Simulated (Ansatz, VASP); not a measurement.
# MoS2 in two plane-wave programs

Wanted: the spread between two codes on one cell, functional and k mesh. The cell is taken from a series of runs on this material, whose earlier steps may have relaxed, scaled, displaced or heated it; both programs get it as it stands.

Calculated with Ansatz 0.2.0; plane waves, with VASP 6.6.1 beside it; PBEsol.

### Step 1. Set-up

The cell holds 3 atoms: 1 Mo and 2 S. Cell: a = 3.143 Å, b = 3.143 Å, c = 29.504 Å, α = 90.0°, β = 90.0°, γ = 120.0°. Vacuum lies along c.

As a file:

```cif
data_structure
_symmetry_space_group_name_H-M 'P 1'
_symmetry_Int_Tables_number 1
_cell_length_a 3.1432
_cell_length_b 3.1432
_cell_length_c 29.5040
_cell_angle_alpha 90.000
_cell_angle_beta 90.000
_cell_angle_gamma 120.000
_cell_volume 252.43
loop_
_atom_site_label
_atom_site_type_symbol
_atom_site_fract_x
_atom_site_fract_y
_atom_site_fract_z
_atom_site_occupancy
Mo1 Mo 0.00000 0.00000 0.33894 1
S2 S 0.33333 0.66667 0.39278 1
S3 S 0.66667 0.33333 0.28509 1
```

### Step 2. Ansatz: zone-centre phonons, PBEsol, pair 1

Ansatz runs on its PAW soft_1 files.

Second derivatives magnify differences that forces hide, and they need a tight electronic threshold.

input.yaml

```yaml
crystal:
  lattice:
    - [3.1431599889, 0.0, 0.0]
    - [-1.5715799945, 2.7220563986, 0.0]
    - [0.0, 0.0, 29.504]
  atoms:
    - { symbol: Mo, position: [0.0, 0.0, 0.3389370933] }
    - { symbol: S, position: [0.3333333333, 0.6666666667, 0.3927820214] }
    - { symbol: S, position: [0.6666666667, 0.3333333333, 0.2850921652] }
  periodic: [true, true, false]
kpoints:
  mp_grid: { grid: [15, 15, 1] }
hamiltonian:
  xc: pbesol
  pseudopotentials: { kind: paw, azcp: { folder: soft_1 }, xc_functional: pbe }
scf:
  occupations: { method: methfessel_paxton, width: 0.2 }
output:
  eigenvalues: true
phonons:
  method: dfpt
```

Command:

```console
$ ansatz run input.yaml --threads 4 --pin off --max-ram 16384MiB --backend cpu --events-out ev --progress --plain --runs-dir out
```

Numbers of over 12 decimals in the logs are rounded to 6 here.

The program printed:

```text
Warning: crystal.symmetry: narrowed to the stabiliser of the run's FFT grids — unitary ops 12 → 6. A phonons.method: dfpt run fills in the rows of the dynamical matrix that it does not solve by its symmetry operations, which is exact only for operations that map its FFT grids onto themselves: filled in by any other, the frequencies could depend on the order in which like atoms are typed, or, by more than the grids' own error, on where the crystal sits among the grids' points. Excluded: 6 operations. The run can therefore solve more perturbations, solve them on more k-points, or both, and cost more. [rest of the remark cut]
Engine: ansatz 0.2.0, aarch64-unknown-linux-gnu
Pseudopotentials: kind: paw
Pseudopotential: Mo, paw, valence charge 14, recommended cutoff 420 eV (normal), soft_1/Mo.paw.azcp
Pseudopotential: S, paw, valence charge 6, recommended cutoff 420 eV (normal), soft_1/S.paw.azcp
Functional definition: PBEsol
  exchange = pbesol_x
  correlation = pbesol_c
Crystal: 3 atoms, lattice volume = 252.432 Å³
Basis set: ecut = 420 eV, 4923 PW (Γ), exchange–correlation on 48×48×400 points (8 copies of the dense FFT grid, shifted against one another)
Bands: 17, of which v1, the nominal top of the filled ones, is band 13 counted from 1 (12 counted from 0)
Symmetry: 12 space group operations
k-points: 64 of 225 (irreducible under 2 space group operations, time reversal used)
Non-local potential: Mo, projectors of the file, l = 0: 3, l = 1: 2, l = 2: 2, l = 3: 1
Non-local potential: S, projectors of the file, l = 0: 2, l = 1: 2, l = 2: 1
PAW form: soft (Blöchl's): semilocal exchange-correlation on the pseudo side does not see the compensation charge
PAW frozen core: Mo, regenerated for the run's functional, and the local potential with it (the file was generated under x = pbe(κ = 0.804, μ = 0.219515), c = pbe(β = 0.066725))
PAW frozen core: S, regenerated for the run's functional, and the local potential with it (the file was generated under x = pbe(κ = 0.804, μ = 0.219515), c = pbe(β = 0.066725))
PAW one-centre angular grid: Mo, 590 points (default); XC on 64 Gauss nodes
PAW one-centre angular grid: S, 110 points (default); XC on 64 Gauss nodes
Initial density: superposition of atomic densities (neutral atoms: chi_scale 0, normalization atom)
Initial wavefunctions: pseudopotential atomic-orbital guess
Functional: x = pbesol(κ = 0.804, μ = 0.123457), c = pbesol(β = 0.046)
SCF iter   1: F=—  HF=-6670.848268 eV  |F-HF|=—  |Δ(HF+E_count)|=         —  Δρ=4.10e-2  dr2=6.87e0  ethr=3.10e-3  ⟨swp⟩=15.9  Hψ=11744  notcnv=0
preconditioner: auto → LDOS  [metal: Δε(μ)=0.093 eV  Ē_g=8.807 eV  σ=0.200 eV  W_gap=0.38  n_scr=16 (ndim 8)  ℏωp=9.9 eV  f_vac=0.754  D(μ)=1.30/eV (n_scr^D=8)  β→1.0]
SCF iter   2: F=—  HF=-6669.823695 eV  |F-HF|=—  |Δ(HF+E_count)|=    1.02e0  S|Δr|=    0.00e0  Δρ=2.73e-2  dr2=2.23e0  ethr=3.10e-3  ⟨swp⟩=4.6  Hψ=3935  notcnv=0
SCF iter   3: F=—  HF=-6669.340171 eV  |F-HF|=—  |Δ(HF+E_count)|=   4.84e-1  S|Δr|=    0.00e0  Δρ=6.03e-3  dr2=1.50e-1  ethr=3.10e-3  ⟨swp⟩=3.2  Hψ=3146  notcnv=0
SCF iter   4: F=—  HF=-6669.316378 eV  |F-HF|=—  |Δ(HF+E_count)|=   2.38e-2  S|Δr|=    0.00e0  Δρ=8.28e-4  dr2=2.19e-3  ethr=5.78e-4  ⟨swp⟩=3.2  Hψ=2469  notcnv=0
SCF iter   5: F=—  HF=-6669.315999 eV  |F-HF|=—  |Δ(HF+E_count)|=   3.79e-4  S|Δr|=    0.00e0  Δρ=2.46e-4  dr2=7.14e-5  ethr=8.42e-6  ⟨swp⟩=3.8  Hψ=2722  notcnv=0
SCF iter   6: F=—  HF=-6669.316077 eV  |F-HF|=—  |Δ(HF+E_count)|=   7.77e-5  S|Δr|=    0.00e0  Δρ=6.51e-5  dr2=5.29e-6  ethr=2.75e-7  ⟨swp⟩=3.7  Hψ=2823  notcnv=0
SCF iter   7: F=—  HF=-6669.316087 eV  |F-HF|=—  |Δ(HF+E_count)|=   1.06e-5  S|Δr|=    0.00e0  Δρ=1.29e-5  dr2=2.08e-7  ethr=2.03e-8  ⟨swp⟩=3.0  Hψ=2238  notcnv=0
SCF iter   8: F=—  HF=-6669.315960 eV  |F-HF|=—  |Δ(HF+E_count)|=   1.28e-4  S|Δr|=    0.00e0  Δρ=1.75e-6  dr2=8.65e-9  ethr=7.98e-10  ⟨swp⟩=3.4  Hψ=2584  notcnv=0
SCF iter   9: F=—  HF=-6669.315960 eV  |F-HF|=—  |Δ(HF+E_count)|=   1.30e-8  S|Δr|=    0.00e0  Δρ=2.25e-7  dr2=6.47e-11  ethr=3.33e-11  ⟨swp⟩=3.8  Hψ=2743  notcnv=0
SCF iter  10: F=-6669.315960 eV  HF=-6669.315960 eV  |F-HF|=3.49e-10  |Δ(HF+E_count)|=   2.44e-9  S|Δr|=    0.00e0  Δρ=4.12e-8  dr2=2.44e-12  ethr=1.00e-12  ⟨swp⟩=16.3  Hψ=10634  notcnv=0
SCF 1 converged in 10 iterations: F = -6669.315960 eV  dr2 = 2.44e-12
  greatest PAW one-centre occupation: 0.999 electrons in one spin orbital (limit 2), on the Mo atom at site 0 (counted from 0), in its partial waves of l = 0
DFPT response loops at Γ: preconditioner auto → none (partly filled bands, converged f_vac=0.761); β = 0.50; Broyden in place of MSR1
SCF converged after 10 iterations
Stability not checked: this state was not tested for a lower state beside it, because cold or Methfessel-Paxton smearing, or corrected tetrahedra, fill the levels in a way that the test cannot read (fill_not_monotonic; see scf.lower_state_search)
Free energy (F): -6669.315960 eV
Harris-Foulkes:  -6669.315960 eV  (|F-HF|=3.49e-10)
Internal energy: -6669.312992 eV  (E = F + TS)
E sigma→0 (E₀):  -6669.315218 eV
Entropy (-TS):   -0.002968 eV (-0.989 meV/atom)
Fermi energy:    -5.078718 eV
Step filling:    the computed levels leave a gap of 0.0212 eV = 0.1 smearing widths at the electron count; against every level under it full and every level over it empty, smearing changes F+E_penalty+E_count by -1.815 meV and its σ→0 estimate by -1.073 meV
--- Per-component energies (eV) ---
  E_band       = -577.300060
  E_kinetic    = 633.584368
  E_local      = -44178.906140  (includes V_loc(G=0)·N_el)
  E_nonlocal   = 219.337577
  E_hartree    = 21656.378299
  E_xc         = -351.128808
  E_vxc        = -384.230351  (∫ρ·V_xc dr)
  E_paw        = -4338.631955  (= ΣΔE_a)
  E_vpaw       = -179.842211  (= ΣTr[D̂ρ^β])
  E_aug_tail   = 0.000041  (compensation charges beyond the density's cutoff)
  E_ewald      = 19689.720429
  E_core_change = 0.333199  (= ΣΔE_core)
  E_smearing   = -0.002968  (= −TS)
  E_closure    = 0.000000  (closes the sum)
  Σ components = -6669.315960   (vs F -6669.315960, Δ=0.00e0)
--- Band table (eV; the first three rows and the last of 64) ---
  k-point 0: bands = [... 9 lower, -8.2004, -6.1921, -6.0385, -6.0385, -5.2026, -5.2026, -1.8195, -1.8195]
  k-point 1: bands = [... 9 lower, -7.9181, -6.4998, -6.3084, -6.1665, -5.0773, -4.9472, -2.0817, -1.8621]
  k-point 2: bands = [... 9 lower, -7.7465, -7.2638, -6.7167, -6.2231, -4.9048, -4.5806, -2.5542, -1.9348]
  k-point 63: bands = [... 9 lower, -9.3086, -9.0461, -8.0193, -5.4593, -4.9173, -3.3287, -2.9409, -1.0135]
--- Phonons (Γ-DFPT): 6 representative perturbations + reference, on 64 of 225 k-points (Σ response iterations 32) ---
  ASR residual: 4.714e-5 → 0.000e0 eV/Å²; symmetrization residual: 1.124e-5 eV/Å²
  The last average, over the group as it would stand without the narrowing to the FFT grids, took up to 1.906e-6 eV/Å² of the zone centre's force constants
  ASR residual per site (eV/Å²): 4.71e-5 2.78e-5 2.90e-5
  Γ frequencies (cm⁻¹): 0.00 0.00 0.00 225.99 225.99 261.20 261.20 358.14 402.83
  non-analytic LO–TO correction: not included (Born effective charges unavailable; polar crystals: no LO–TO splitting at Γ)
```

(Continued in part 2 of 3.)

[Lines on the potential files, build, host, timing and source positions are cut from VASP's logs without a mark.]

[Logs are printed without paths, hosts, clocks, repeated set-up lines and the standing remarks that a program may print on its own settings, such as how far it seeks lower states.]

[Hosts, paths, dates, database ids (printed as entryN), source tags and the programs' standing remarks are cut or masked in the printed files.]
